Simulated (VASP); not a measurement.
Energy against volume of Ag (fcc). All values below come from r2SCAN+rVV10, VASP's PBE PAW potentials (set 64) (plane waves; VASP 6.6.1). Run with 520 eV cut-off, 15×15×15 Γ-centred mesh, first-order Methfessel-Paxton smearing of 0.10 eV, potentials Ag.

```csv
V (Å³/atom),E (eV/atom)
15.975,-21.00566
16.485,-21.02476
16.995,-21.03065
17.505,-21.02575
```

Task: Fit these four points and predict the energy of the run at 18.015 Å³/atom.

Result: A cubic in V^(−2/3), the third-order Birch-Murnaghan form, passes through the four points with V0 = 17.00 Å³/atom and B0 = 112 GPa, and gives -21.0121 eV/atom there. The run gave -21.0122 eV/atom, -0.1 meV/atom from the fit; all five points give B0 = 112 GPa.

The compound is Ag in the fcc structure. It was relaxed first.
